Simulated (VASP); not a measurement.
```
Nb4C3N
1.0
    4.45000     0.00000     0.00000
    0.00000     4.45000     0.00000
    0.00000     0.00000     4.45000
Nb N C
4 1 3
Direct
  0.00000   0.00000   0.00000
  0.50000   0.50000   0.00000
  0.50000   0.00000   0.50000
  0.00000   0.50000   0.50000
  0.50000   0.50000   0.50000
  0.00000   0.00000   0.50000
  0.00000   0.50000   0.00000
  0.50000   0.00000   0.00000
```

All values below come from PBEsol GGA, VASP's PBE PAW potentials (set 64) (plane waves; VASP). Run with 520 eV cut-off, 8×8×8 Γ-centred mesh, first-order Methfessel-Paxton smearing of 0.10 eV, potentials Nb_sv N C.

Task: The ions, cell shape and volume are relaxed. Predict the relaxed structure.

Result: 
```
Nb4C3N
1.0
    4.43111     0.00000     0.00000
    0.00000     4.43111     0.00000
    0.00000     0.00000     4.43111
Nb N C
4 1 3
Direct
  0.00000   0.00000   0.00000
  0.50000   0.50000   0.00000
  0.50000   0.00000   0.50000
  0.00000   0.50000   0.50000
  0.50000   0.50000   0.50000
  0.00000   0.00000   0.50000
  0.00000   0.50000   0.00000
  0.50000   0.00000   0.00000
```
Space group Pm-3m (221), at a tolerance of 0.03 Å.

Task: How do energy and volume change from the first to the last step?

Result: The energy (σ→0) changes by -1.8 meV/atom and the volume by -1.3 %, in 3 ionic steps.

The structure was generated: Nb4C3N was put into an ordered model structure (Pm-3m), which need not be its known phase. This run relaxes it. Symmetry was kept, so distortions that lower it aren't found. The electron count is odd and the run is not spin-polarised, which forces a metal.
